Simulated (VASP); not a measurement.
Input:

```yaml
crystal:
  lattice:
    - [2.83458, 0.00000, 0.00000]
    - [0.00000, 2.83458, 0.00000]
    - [0.00000, 0.00000, 3.47452]
  atoms:
    - { symbol: Pt, position: [0.00000, 0.00000, 0.00000] }
    - { symbol: Zn, position: [0.50000, 0.50000, 0.50000] }
```

Method: PBEsol GGA, VASP's PBE PAW potentials (set 64) (plane waves; VASP). Run with 530 eV cut-off, 12×12×10 Γ-centred mesh, first-order Methfessel-Paxton smearing of 0.10 eV, potentials Pt Zn.

Finite-difference elastic constants of metals are sensitive to mesh and smearing; shear constants can be off by tens of GPa.

**Question.** Give the elastic stiffness tensor with the ions relaxed (GPa, in the frame of the cell).

**Answer.** 
|  | xx | yy | zz | yz | xz | xy |
|---|---|---|---|---|---|---|
| xx | 347 | 120 | 167 | 0.0 | 0.0 | 0.0 |
| yy | 120 | 347 | 167 | 0.0 | 0.0 | 0.0 |
| zz | 167 | 167 | 252 | 0.0 | 0.0 | 0.0 |
| yz | 0.0 | 0.0 | 0.0 | 91.6 | 0.0 | 0.0 |
| xz | 0.0 | 0.0 | 0.0 | 0.0 | 91.6 | 0.0 |
| xy | 0.0 | 0.0 | 0.0 | 0.0 | 0.0 | 60.2 |

**Question.** Estimate the Hill bulk modulus, Hill shear modulus, Young's modulus, Poisson's ratio.

**Answer.** 
```json
{
  "hill_bulk_modulus": "205 GPa",
  "hill_shear_modulus": "78.1 GPa",
  "Young's modulus": "208 GPa",
  "Poisson's ratio": "0.331"
}
```

The structure comes from a measured ZnPt entry (P4/mmm) of the Crystallography Open Database, whose conditions weren't checked. It was relaxed first.
